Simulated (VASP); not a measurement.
A run of VASP 6.6.1 is set up as follows.

Contents of INCAR:

```
SYSTEM = BeZnSe2
PREC = Accurate
ENCUT = 600
EDIFF = 1E-8
ISMEAR = 0
SIGMA = 0.03
LREAL = .False.
LASPH = .True.
NELM = 80
ALGO = Normal
ISIF = 2
LWAVE = .False.
LCHARG = .False.
GGA = PS
LEPSILON = .True.
KPAR = 4
```

KPOINTS

```
Automatic mesh
0
Monkhorst
  8 8 8
  0 0 0
```

The input POSCAR:

```
BeZnSe2                                 
1.0
    5.3651519049      0.0000000000      0.0000000000
    0.0000000000     -5.3651519049      0.0000000000
    0.0000000000     -0.0000000000     -5.4401253078
  Be              Zn              Se            
     2     2     4
Direct
     0.0000000000000000    0.5000000000000000    0.5000000000000000
     0.5000000000000000    0.0000000000000000    0.5000000000000000
     0.5000000000000000    0.5000000000000000    0.0000000000000000
     0.0000000000000000    0.0000000000000000    0.0000000000000000
     0.2500000000000000    0.2500000000000000    0.2758578217865397
     0.7500000000000000    0.7500000000000000    0.2758578217865397
     0.7500000000000000    0.2500000000000000    0.7241421782134603
     0.2500000000000000    0.7500000000000000    0.7241421782134603
```

Potentials or basis: VASP PAW PBE potentials, release 64 (Be, Zn, Se).

Run with:

```bash
$ cat potpaw_PBE.64/Be/POTCAR potpaw_PBE.64/Zn/POTCAR potpaw_PBE.64/Se/POTCAR > POTCAR
$ mpirun -np 4 vasp_std > vasp.out
```

Q: What does it give for the electronic dielectric tensor (diagonal)?

A: 6.65, 6.65, 6.75.

Q: Estimate the Born charges (mean of the diagonal).

A: Be +1.65; Zn +1.94; Se -1.80 e.

Born effective charge tensors (e):
atom 1, Be
```
1.75 0.00 0.00
0.00 1.75 0.00
0.00 0.00 1.45
```
atom 2, Be
```
1.75 0.00 0.00
0.00 1.75 0.00
0.00 0.00 1.45
```
atom 3, Zn
```
1.85 0.00 0.00
0.00 1.85 0.00
0.00 0.00 2.12
```
atom 4, Zn
```
1.85 0.00 0.00
0.00 1.85 0.00
0.00 0.00 2.12
```
atom 5, Se
```
-1.80 -0.12  0.00
-0.12 -1.80  0.00
 0.00  0.00 -1.79
```
atom 6, Se
```
-1.80 -0.12  0.00
-0.12 -1.80  0.00
 0.00  0.00 -1.79
```
atom 7, Se
```
-1.80  0.12  0.00
 0.12 -1.80  0.00
 0.00  0.00 -1.79
```
atom 8, Se
```
-1.80  0.12  0.00
 0.12 -1.80  0.00
 0.00  0.00 -1.79
```
